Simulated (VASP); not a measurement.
# CsCrN (P4/mmm) in VASP: single point with LDA+U

Aim: the single point of CsCrN with LDA+U.

Program: VASP 6.6.1. These are calculated values, not measurements. Logs are shortened: lines on timing, memory, paths and dates and some standing lists are left out, and cuts for length are marked.

**1. Starting point**

The structure is tetragonal, space group P4/mmm (No. 123). The conventional cell has a = 3.952 Å, b = 3.952 Å, c = 3.034 Å, α = 90.00°, β = 90.00°, γ = 90.00°. Cs (site symmetry 4/mmm) is surrounded by 2 Cr at 1.52 Å. Cr (site symmetry 4/mmm) has 2 Cs at 1.52 Å as nearest neighbours. Around N (site symmetry 4/mmm) lie 4 Cs at 2.79 Å and 2 N at 3.03 Å and 8 Cr at 3.18 Å.

The cell was built by a generator and needn't be a form met in nature.

**2. Single point, LDA+U, collinear spin, antiferromagnetic start**

Input file run.py:

```python
from ase.calculators.vasp import Vasp
from ase.dft.bandgap import bandgap
from ase.io import read

atoms = read('POSCAR')
atoms.set_initial_magnetic_moments([0.0, 0.0, 3.0, -3.0, 0.0, 0.0])
calc = Vasp(
    directory='calc',
    xc='lda',
    pp='LDA',
    setups='minimal',
    prec='Accurate',
    encut=500,
    ediff=1e-07,
    ismear=0,
    sigma=0.05,
    lreal=False,
    lasph=True,
    nelm=120,
    algo='Fast',
    isif=2,
    lwave=False,
    lcharg=False,
    ispin=2,
    lorbit=11,
    nupdown=0,
    lmaxmix=4,
    ldautype=2,
    ldauprint=1,
    ldau_luj={'Cr': {'L': 2, 'U': 3, 'J': 1.0}},
    kpts=[2, 2, 2],
    gamma=True,
    nbands=33,
)
atoms.calc = calc

print('energy (eV):', atoms.get_potential_energy())
print('free energy (eV):', atoms.get_potential_energy(force_consistent=True))
print('forces (eV/A):')
print(atoms.get_forces())
print('stress (eV/A^3, Voigt):', atoms.get_stress())
print('Fermi level (eV):', calc.get_fermi_level())
print('moment (muB):', atoms.get_magnetic_moment())
print('site moments (muB):', atoms.get_magnetic_moments())
gap, top, bottom = bandgap(calc)
print('band gap (eV):', gap, 'from (spin, k, band)', top, 'to', bottom)
```

Input file POSCAR:

```
CsCrN
1.0
    0.0000000000      3.9522727300      3.0335445500
    3.9522727300      0.0000000000      3.0335445500
    3.9522727300      3.9522727300      0.0000000000
Cs Cr N
2 2 2
Direct
    0.0000000000      0.0000000000      0.5000000000
    0.5000000000      0.5000000000      0.0000000000
    0.2500000000      0.2500000000      0.2500000000
    0.7500000000      0.7500000000      0.7500000000
    0.0000000000      0.0000000000      0.0000000000
    0.5000000000      0.5000000000      0.5000000000
```

Potentials or basis: VASP PAW LDA potentials, release 64 (Cs_sv, Cr, N).

On the command line:

```
> python run.py
```

The program printed:

```text
energy (eV): 68.67409175
free energy (eV): 68.67262544
forces (eV/A):
[[-0.  0. -0.]
 [-0.  0. -0.]
 [ 0.  0.  0.]
 [ 0. -0.  0.]
 [-0.  0.  0.]
 [ 0. -0. -0.]]
stress (eV/A^3, Voigt): [ 0.07793865  0.07793865 -5.11177901 -0.         -0.         -0.        ]
Fermi level (eV): 4.32751615
moment (muB): 0.0
site moments (muB): [ 0.     0.     0.001 -0.001  0.     0.   ]
band gap (eV): 0.0 from (spin, k, band) (None, None, None) to (None, None, None)
```

OUTCAR:

```text
ENCUT = 500.000000
   NUPDOWN = 0.000000
   EDIFF = 1.00e-07
   PREC = Accurate
   ISIF = 2
   ISMEAR = 0
   ISPIN = 2
   LORBIT = 11
   NELM = 120
   LASPH = .TRUE.
   LREAL = .FALSE.

 ion  position               nearest neighbor table
   1  0.000  0.000  0.500-   3 1.52   4 1.52   2 3.03   2 3.03
   2  0.500  0.500  0.000-   3 1.52   4 1.52   1 3.03   1 3.03
   3  0.250  0.250  0.250-   1 1.52   2 1.52   4 3.03   4 3.03
   4  0.750  0.750  0.750-   1 1.52   2 1.52   3 3.03   3 3.03
   5  0.000  0.000  0.000-
   6  0.500  0.500  0.500-

 -----------------------------------------------------------------------------
|                                                                             |
|           W    W    AA    RRRRR   N    N  II  N    N   GGGG   !!!           |
|           W    W   A  A   R    R  NN   N  II  NN   N  G    G  !!!           |
|           W    W  A    A  R    R  N N  N  II  N N  N  G       !!!           |
|           W WW W  AAAAAA  RRRRR   N  N N  II  N  N N  G  GGG   !            |
|           WW  WW  A    A  R   R   N   NN  II  N   NN  G    G                |
|           W    W  A    A  R    R  N    N  II  N    N   GGGG   !!!           |
|                                                                             |
|     The distance between some ions is very small. Please check the          |
|     nearest-neighbor list in the OUTCAR file.                               |
|     I HOPE YOU KNOW WHAT YOU ARE DOING!                                     |
|                                                                             |
 -----------------------------------------------------------------------------

  LATTYP: Found a body centered tetragonal cell.
 ALAT       =     5.5893576970
 C/A-ratio  =     1.0854716103

  Lattice vectors:

 A1 = (   0.0000000000,  -3.9522727300,  -3.0335445500)
 A2 = (   0.0000000000,   3.9522727300,  -3.0335445500)
 A3 = (   3.9522727300,   0.0000000000,   3.0335445500)

Analysis of symmetry for initial positions (statically):
=====================================================================
 Subroutine PRICEL returns following result:

  LATTYP: Found a simple tetragonal cell.
 ALAT       =     3.9522727300
 C/A-ratio  =     0.7675443364
[... 12 lines left out ...]
 Subroutine GETGRP returns: Found 16 space group operations
 (whereof 16 operations were pure point group operations)
 out of a pool of 16 trial point group operations.

The static configuration has the point symmetry D_4h.

Analysis of symmetry for dynamics (positions and initial velocities):
=====================================================================
 Subroutine PRICEL returns following result:

  LATTYP: Found a simple tetragonal cell.
 ALAT       =     3.9522727300
 C/A-ratio  =     0.7675443364
[... 12 lines left out ...]
 Subroutine GETGRP returns: Found 16 space group operations
 (whereof 16 operations were pure point group operations)
 out of a pool of 16 trial point group operations.

The dynamic configuration has the point symmetry D_4h.

Analysis of structural, dynamic, and magnetic symmetry:
=====================================================================
 Subroutine PRICEL returns following result:

  LATTYP: Found a simple tetragonal cell.
 ALAT       =     3.9522727300
 C/A-ratio  =     0.7675443364
[... 12 lines left out ...]
 Subroutine GETGRP returns: Found 16 space group operations
 (whereof 16 operations were pure point group operations)
 out of a pool of 16 trial point group operations.
[... 159 lines left out ...]

atom =   4  type =  2  l = 2

 onsite density matrix

spin component  1

  0.2194  0.0000 -0.0000 -0.0000 -0.0000
  0.0000  1.0002  0.0000 -0.0000  0.0000
 -0.0000  0.0000  1.4137  0.0000 -0.0000
 -0.0000 -0.0000  0.0000  1.0002 -0.0000
 -0.0000  0.0000 -0.0000 -0.0000  0.8409

spin component  2

  0.2197  0.0000 -0.0000 -0.0000  0.0000
  0.0000  1.0002  0.0000 -0.0000  0.0000
 -0.0000  0.0000  1.4138  0.0000 -0.0000
 -0.0000 -0.0000  0.0000  1.0002 -0.0000
  0.0000  0.0000 -0.0000 -0.0000  0.8413

 occupancies and eigenvectors

  o =  0.2194  v =  1.0000  0.0000  0.0000  0.0000  0.0000  0.0000  0.0000  0.0000  0.0000  0.0000      0.0000  0.0000  0.0000  0.0000  0.0000  0.0000  0.0000  0.0000  0.0000  0.0000
  o =  0.2197  v =  0.0000  0.0000  0.0000  0.0000  0.0000  1.0000  0.0000  0.0000  0.0000  0.0000      0.0000  0.0000  0.0000  0.0000  0.0000  0.0000  0.0000  0.0000  0.0000  0.0000
  o =  0.8409  v =  0.0000 -0.0000 -0.0000 -0.0000 -1.0000  0.0000  0.0000  0.0000  0.0000  0.0000      0.0000  0.0000  0.0000  0.0000  0.0000  0.0000  0.0000  0.0000  0.0000  0.0000
  o =  0.8413  v =  0.0000  0.0000  0.0000  0.0000  0.0000  0.0000 -0.0000  0.0000 -0.0000  1.0000      0.0000  0.0000  0.0000  0.0000  0.0000  0.0000  0.0000  0.0000  0.0000  0.0000
  o =  1.0002  v =  0.0000  0.8946 -0.0000 -0.4468 -0.0000  0.0000  0.0000  0.0000  0.0000  0.0000      0.0000  0.0000  0.0000  0.0000  0.0000  0.0000  0.0000  0.0000  0.0000  0.0000
  o =  1.0002  v =  0.0000  0.4468  0.0000  0.8946 -0.0000  0.0000  0.0000  0.0000  0.0000  0.0000      0.0000  0.0000  0.0000  0.0000  0.0000  0.0000  0.0000  0.0000  0.0000  0.0000
  o =  1.0002  v =  0.0000  0.0000  0.0000  0.0000  0.0000  0.0000 -0.8589  0.0000  0.5121 -0.0000      0.0000  0.0000  0.0000  0.0000  0.0000  0.0000  0.0000  0.0000  0.0000  0.0000
  o =  1.0002  v =  0.0000  0.0000  0.0000  0.0000  0.0000  0.0000  0.5121  0.0000  0.8589  0.0000      0.0000  0.0000  0.0000  0.0000  0.0000  0.0000  0.0000  0.0000  0.0000  0.0000
  o =  1.4137  v =  0.0000 -0.0000 -1.0000  0.0000  0.0000  0.0000  0.0000  0.0000  0.0000  0.0000      0.0000  0.0000  0.0000  0.0000  0.0000  0.0000  0.0000  0.0000  0.0000  0.0000
  o =  1.4138  v =  0.0000  0.0000  0.0000  0.0000  0.0000  0.0000 -0.0000 -1.0000  0.0000  0.0000      0.0000  0.0000  0.0000  0.0000  0.0000  0.0000  0.0000  0.0000  0.0000  0.0000

 number of electron      39.9999999 magnetization       0.0000000

 Free energy of the ion-electron system (eV)
  ---------------------------------------------------
  ext. energy  EPLUGINS =         0.00000000
  ---------------------------------------------------
  free energy    TOTEN  =        68.67262544 eV

  energy without entropy =       68.67555806  energy(sigma->0) =       68.67409175

 E-fermi :   4.3275     XC(G=0): -11.0146

 val. band max:        4.2732407049   @ k =   0.0000   0.0000   0.0000
 cond. band min:       4.3795401669   @ k =   0.5000   0.5000   0.0000
 fundamental gap:      0.1062994620
 Fermi energy:         4.3275161538

 spin component 1

 k-point     1 :       0.0000    0.0000    0.0000
  band No.  band energies     occupation
      1     -20.5444      1.00000
      2     -14.0971      1.00000
      3      -9.8045      1.00000
      4      -9.8045      1.00000
      5      -9.0245      1.00000
      6      -8.5597      1.00000
[... 129 lines left out ...]
     31      12.0772      0.00000
     32      14.9650      0.00000
 Fermi energy:         4.3275161538

 spin component 2

 k-point     1 :       0.0000    0.0000    0.0000
  band No.  band energies     occupation
      1     -20.5444      1.00000
      2     -14.0971      1.00000
      3      -9.8045      1.00000
      4      -9.8045      1.00000
      5      -9.0245      1.00000
      6      -8.5597      1.00000
[... 129 lines left out ...]
     31      12.0772      0.00000
     32      14.9484      0.00000
 [bands above 32 left out]

------------------------ aborting loop because EDIFF is reached ----------------------------------------

  FORCE on cell =-STRESS in cart. coord.  units (eV):
  Direction    XX          YY          ZZ          XY          YZ          ZX
  --------------------------------------------------------------------------------------
  -------------------------------------------------------------------------------------
  Total       -7.3862990     -7.3862990    484.4467678      0.0000000      0.0000000      0.0000000
  in kB     -124.8714860   -124.8714860   8189.9728194      0.0000000      0.0000000      0.0000000
  external PRESSURE =    2646.7432825 kB  Pullay stress =       0.0000000 kB

 VOLUME and BASIS-vectors are now :
 -----------------------------------------------------------------------------
  energy-cutoff  :      500.00
  volume of cell :       94.77
      direct lattice vectors                 reciprocal lattice vectors
     0.000000000  3.952272730  3.033544550    -0.126509488  0.126509488  0.164823688
     3.952272730  0.000000000  3.033544550     0.126509488 -0.126509488  0.164823688
     3.952272730  3.952272730  0.000000000     0.126509488  0.126509488 -0.164823688

 POSITION                                       TOTAL-FORCE (eV/Angst)
 -----------------------------------------------------------------------------------
      1.97614      1.97614      0.00000        -0.000000      0.000000     -0.000000
      1.97614      1.97614      3.03354        -0.000000      0.000000     -0.000000
      1.97614      1.97614      1.51677         0.000000      0.000000      0.000000
      5.92841      5.92841      4.55032         0.000000     -0.000000      0.000000
      0.00000      0.00000      0.00000        -0.000000      0.000000      0.000000
      3.95227      3.95227      3.03354         0.000000     -0.000000     -0.000000
 -----------------------------------------------------------------------------------
    total drift:                                0.000000      0.000000      0.000000

  FREE ENERGIE OF THE ION-ELECTRON SYSTEM (eV)
  ---------------------------------------------------
  free  energy   TOTEN  =        68.6726254375 eV

  energy  without entropy=       68.6755580610  energy(sigma->0) =       68.67409175

 total charge

# of ion       s       p       d       tot
------------------------------------------
    1        1.983   4.022   1.192   7.196
    2        1.983   4.022   1.192   7.196
    3        0.974   1.345   8.756  11.075
    4        0.974   1.345   8.756  11.075
    5        1.346   1.968   0.000   3.314
    6        1.346   1.968   0.000   3.314
--------------------------------------------------
tot          8.605  14.669  19.896  43.169

 magnetization (x)

# of ion       s       p       d       tot
------------------------------------------
    1        0.000   0.000   0.000   0.000
    2        0.000   0.000   0.000   0.000
    3        0.000   0.000   0.001   0.001
    4       -0.000  -0.000  -0.001  -0.001
    5        0.000   0.000   0.000   0.000
    6        0.000   0.000   0.000   0.000
--------------------------------------------------
tot          0.000   0.000   0.000   0.000
```

INCAR:

```text
ENCUT = 500.000000
SIGMA = 0.050000
NUPDOWN = 0.000000
EDIFF = 1.00e-07
ALGO = Fast
PREC = Accurate
ISIF = 2
ISMEAR = 0
ISPIN = 2
LDAUPRINT = 1
LDAUTYPE = 2
LMAXMIX = 4
LORBIT = 11
NBANDS = 33
NELM = 120
LASPH = .TRUE.
LCHARG = .FALSE.
LWAVE = .FALSE.
LREAL = .FALSE.
LDAU = .TRUE.
LDAUL = -1 2 -1
LDAUU = 0.000 3.000 0.000
LDAUJ = 0.000 1.000 0.000
MAGMOM = 2*0.0000 1*3.0000 1*-3.0000 2*0.0000
```

It took 34 s on 1 thread of Intel Xeon 6975P-C (Granite Rapids), shared host; peak memory 0.21 GiB.

These settings aren't checked as converged (typed here: k = 2 × 2 × 2): the numbers below hold their error.

Results:

| Item | Value |
| --- | --- |
| Free energy | 68.6726 eV |
| Pressure | 264.7 GPa |
| Net moment | 0.00 μB per cell |
| All electrons inside the program's atomic spheres | Cs 7.20; Cr 11.07; N 3.31 |

Caveat: the k mesh is coarse (spacing up to 0.76 Å⁻¹), so the values aren't converged; the starting moments collapsed, and a magnetic state may lie lower; a pressure of tens of GPa on the cell as given is suspect, and the run, the potentials or the cell itself is likely at fault; the total moment is fixed, so each spin has its own Fermi level.

**3. The reference run**

An earlier run on the cell as given: functional PBE; potentials or basis VASP PAW PBE potentials, release 64 (Cs_sv, Cr_pv, N); cutoff 520 eV; k mesh 7 × 7 × 9; occupations fermi-dirac, width 0.05 eV; collinear spin, ferromagnetic start; starting moments [0.0, 3.0, 0.0] μB.

- Pressure: 319.3 GPa
- Band gap on the k mesh: none (metal or under the smearing width)
- Net moment: 0.01 μB per cell
- All electrons inside the program's atomic spheres: Cs 8.17; Cr 15.58; N 3.36
